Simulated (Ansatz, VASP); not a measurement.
**One calculation of BPd4, two programs**

Contents of INCAR:

```
SYSTEM = BPd4
ALGO = Normal
EDIFF = 1E-7
ENCUT = 520
GGA = PE
ISIF = 2
ISMEAR = 0
LASPH = .TRUE.
LCHARG = .FALSE.
LREAL = .FALSE.
LWAVE = .FALSE.
NBANDS = 30
NELM = 100
PREC = Accurate
SIGMA = 0.1
```

The input KPOINTS:

```
k-points
0
G
  6 6 6
  0 0 0
```

The input POSCAR:

```
BPd4
1.0
   -2.5408907300      2.5408907300      2.5408907300
    2.5408907300     -2.5408907300      2.5408907300
    2.5408907300      2.5408907300     -2.5408907300
B Pd
1 4
Direct
    0.0000000000      0.0000000000      0.0000000000
    0.0000000000      0.0000000000      0.5000000000
    0.0000000000      0.5000000000      0.0000000000
    0.5000000000      0.0000000000      0.0000000000
    0.5000000000      0.5000000000      0.5000000000
```

Input for Ansatz:

```yaml
crystal:
  lattice:
    - [-2.54089073, 2.54089073, 2.54089073]
    - [2.54089073, -2.54089073, 2.54089073]
    - [2.54089073, 2.54089073, -2.54089073]
  atoms:
    - { symbol: B, position: [0.0, 0.0, 0.0] }
    - { symbol: Pd, position: [0.0, 0.0, 0.5] }
    - { symbol: Pd, position: [0.0, 0.5, 0.0] }
    - { symbol: Pd, position: [0.5, 0.0, 0.0] }
    - { symbol: Pd, position: [0.5, 0.5, 0.5] }
basis:
  ecutwfc: 420
kpoints:
  mp_grid: { grid: [6, 6, 6] }
hamiltonian:
  xc: pbe
scf:
  occupations: { method: gaussian, width: 0.1 }
  lower_state_search: "off"
output:
  forces: true
  stress: true
  eigenvalues: true
```

Change from the starting cell: species swapped into the MnGa4 type (Im-3m, No. 229).

Alike in both runs: task single point; functional PBE; k mesh 6 × 6 × 6; occupations gaussian, width 0.1 eV; no spin polarisation.

|  | VASP | Ansatz |
| --- | --- | --- |
| version | VASP 6.6.1 | Ansatz 0.2.0 |
| potentials or method | VASP PAW PBE potentials, release 64 (B, Pd) | scalar-relativistic, plane waves, PAW |
| plane-wave cutoff (eV) | 520 | 420 |
| valence electrons in the cell | 43 | 75 |

```csv
,VASP,Ansatz,Ansatz less VASP
gap on the k mesh at the Fermi level (eV),none,none,-
pressure (GPa),27.8,28.2,+0.40
```

A gap of «none» marks a metal or a gap that the smearing closes. The two sets of potentials don't hold the same shells in valence.

Caveats: so large a pressure means that the cell lies far from this level's equilibrium, or that cutoff or potentials fall short (VASP).
